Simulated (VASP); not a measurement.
OSZICAR of a VASP run on Na (bcc):

OSZICAR:
```
       N       E                     dE             d eps       ncg     rms          rms(c)
DAV:   1     0.178913972561E+02    0.17891E+02   -0.42624E+03  2030   0.104E+03
DAV:   2    -0.684398942063E+00   -0.18576E+02   -0.18544E+02  2268   0.135E+02
DAV:   3    -0.884980379126E+00   -0.20058E+00   -0.20058E+00  2408   0.195E+01
DAV:   4    -0.885948762271E+00   -0.96838E-03   -0.96838E-03  2534   0.125E+00
DAV:   5    -0.885956121493E+00   -0.73592E-05   -0.73595E-05  2520   0.856E-02    0.469E-01
DAV:   6    -0.877614158035E+00    0.83420E-02   -0.17448E-03  2548   0.784E-01    0.287E-01
DAV:   7    -0.872337684109E+00    0.52765E-02   -0.22989E-03  2891   0.778E-01    0.267E-02
DAV:   8    -0.872305999488E+00    0.31685E-04   -0.12270E-04  2191   0.264E-01    0.353E-03
DAV:   9    -0.872306309927E+00   -0.31044E-06   -0.75404E-07  1344   0.146E-02
   1 F= 0.13107491E+01 E0= 0.13109025E+01  d E =0.131075E+01
       N       E                     dE             d eps       ncg     rms          rms(c)
DAV:   1    -0.865971538822E+00    0.63345E-02   -0.11171E-02  2072   0.246E+00    0.121E-01
DAV:   2    -0.865711096517E+00    0.26044E-03   -0.30148E-04  2072   0.396E-01    0.622E-02
DAV:   3    -0.865619327500E+00    0.91769E-04   -0.13452E-04  2282   0.252E-01    0.618E-03
DAV:   4    -0.865613207587E+00    0.61199E-05   -0.57567E-06  2093   0.579E-02    0.661E-04
DAV:   5    -0.865613128342E+00    0.79246E-07   -0.41422E-08  1043   0.452E-03
   2 F= 0.13107752E+01 E0= 0.13109288E+01  d E =0.260772E-04
       N       E                     dE             d eps       ncg     rms          rms(c)
DAV:   1    -0.870511329844E+00   -0.48981E-02   -0.55712E-03  2037   0.174E+00    0.853E-02
DAV:   2    -0.870382773792E+00    0.12856E-03   -0.14764E-04  2044   0.277E-01    0.437E-02
DAV:   3    -0.870337252428E+00    0.45521E-04   -0.66708E-05  2268   0.178E-01    0.429E-03
DAV:   4    -0.870334226673E+00    0.30258E-05   -0.29018E-06  1911   0.411E-02    0.476E-04
DAV:   5    -0.870334190630E+00    0.36043E-07   -0.21970E-08  1050   0.317E-03
   3 F= 0.13107493E+01 E0= 0.13109028E+01  d E =0.199214E-06
```

Problem. Which electronic solver shows in the log?

Solution. It is blocked Davidson (ALGO = Normal, or the opening steps of other solvers). The INCAR had ALGO = Normal.

Problem. Can the final energy be trusted as converged?

Solution. The calculation finished and met its thresholds. It stopped with EDIFF = 1E-6, NELM = 100, NSW = 40 and EDIFFG = -0.02 after 3 ionic steps (LDA (Ceperley-Alder, Perdew-Zunger), plane waves, VASP's LDA PAW potentials (set 64)).

The compound is Na in the bcc structure. This run relaxes it under an external pressure of 20 GPa. Symmetry was kept, so distortions that lower it aren't found.
